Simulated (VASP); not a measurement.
VASP input:

INCAR:
```
SYSTEM  =  CdO
PREC  =  Accurate; ENCUT  =  520; LREAL  =  F
LASPH  =  T
EDIFF  =  1E-7; NELM  =  100; ALGO  =  Normal
LMAXMIX  =  4
ISMEAR  =  -5
GGA  =  PE; IVDW  =  13
ISIF  =  2
LWAVE  =  F; LCHARG  =  T; LORBIT  =  11
NEDOS  =  601
```

**POSCAR**
```
CdO
3.3532770
  0.0000000000   0.7071067921   0.7071067921
  0.7071067921   0.0000000000   0.7071067921
  0.7071067921   0.7071067921   0.0000000000
Cd O
1 1
Cartesian
  0.0000000000   0.0000000000   0.0000000000
  0.7071067921   0.7071067921   0.7071067921
```

### KPOINTS
```
Automatic mesh
0
Gamma
15 15 15
0 0 0
```

POTCAR, in this order: Cd O (PBE.64 set). Program: vasp_std.

### Question
Translate this PBE-D4 calculation to Ansatz.

### Answer
One equivalent input (not run):
Ansatz 0.2 input:
```yaml
crystal:
  lattice:
    - [0.0000000, 2.3711249, 2.3711249]
    - [2.3711249, 0.0000000, 2.3711249]
    - [2.3711249, 2.3711249, 0.0000000]
  atoms:
    - { symbol: Cd, position: [0.0000000, 0.0000000, 0.0000000] }
    - { symbol: O, position: [0.5000000, 0.5000000, 0.5000000] }
kpoints:
  mp_grid: { grid: [15, 15, 15] }
hamiltonian:
  xc: pbe
  dispersion: d4
  pseudopotentials: { kind: paw }
scf:
  occupations: { method: tetrahedron }
  max_iter: 100
output: { forces: true, stress: true, eigenvalues: true }
```
What does not carry over: each code has its own PAW files, so the cut-off isn't converted (ENCUT is set for VASP's; basis.ecutwfc is left out, and Ansatz then takes the one that its files recommend); Ansatz stops its SCF on the density residual and VASP on the energy change (EDIFF).

The compound is CdO in the rock salt structure. It was relaxed first.
